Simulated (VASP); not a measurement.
Set up this calculation in VASP 6.6.1, as the native input.

* Task: single point
* Functional: PBE
* Potentials or basis: VASP PAW PBE potentials, release 64 (Ni, Mo_sv, Pd, Ir, W_sv)
* Cutoff: 520 eV
* k mesh: 11 × 11 × 3
* Occupations: fermi-dirac, width 0.05 eV
* Spin: collinear spin, ferromagnetic start
* Starting moments: [1.0, 1.0, 0.0, 0.6, 0.0] μB
* Further INCAR settings: ALGO = Normal; EDIFF = 1e-07; NBANDS = 40

The structure of NiMoIrPdW lies in POSCAR:

```
NiMoIrPdW
1.0
    2.3446000000     -1.4313800000      0.0090600000
    2.3446000000      1.4313800000      0.0090600000
   -2.2060000000      0.0000000000     10.9237400000
Ni Mo Pd Ir W
1 1 1 1 1
Direct
    0.4995110000      0.4875370000      0.2948250000
    0.3243090000      0.3297110000      0.9098940000
    0.2448690000      0.2543630000      0.4926200000
    0.7377770000      0.7600300000      0.1062630000
    0.6944060000      0.6811730000      0.6939050000
```

The cell was built by a generator and needn't be a form met in nature.

The cell isn't the ideal one: atoms moved at random, drawn with an rms of 0.05 Å.

One way to write it, as run:

INCAR

```
SYSTEM = NiMoIrPdW
ALGO = Normal ; EDIFF = 1E-7
ENCUT = 520 ; GGA = PE
ISIF = 2 ; ISMEAR = -1
ISPIN = 2 ; KPAR = 4
LASPH = .TRUE. ; LCHARG = .FALSE.
LMAXMIX = 4 ; LORBIT = 11
LREAL = .FALSE. ; LWAVE = .FALSE.
MAGMOM = 1 1 0 0.6 0 ; NBANDS = 40
NELM = 120 ; PREC = Accurate
SIGMA = 0.05
```

KPOINTS

```
k-points
0
G
  11 11 3
  0 0 0
```

Potentials or basis: VASP PAW PBE potentials, release 64 (Ni, Mo_sv, Pd, Ir, W_sv).

Command:

```console
$ cat potpaw_PBE.64/Ni/POTCAR potpaw_PBE.64/Mo_sv/POTCAR potpaw_PBE.64/Pd/POTCAR potpaw_PBE.64/Ir/POTCAR potpaw_PBE.64/W_sv/POTCAR > POTCAR
$ mpirun -np 4 vasp_std > vasp.out
```

It gave:

```yaml
Pressure: 0.7 GPa
Largest_force: 0.329 eV/Å
Band_gap_on_the_k_mesh: none (metal or under the smearing width)
Net_moment: 0.00 μB per cell
Valence_electrons_inside_the_program's_atomic_spheres: Ni 9.12; Mo 12.54; Pd 9.57; Ir 8.33; W 12.06
```

It took 14 min on 4 MPI ranks on Intel(R) Xeon(R) Platinum 8175M CPU @ 2.50GHz (Skylake/Cascade Lake), with other jobs on the host, peak memory 0.92 GiB a rank.
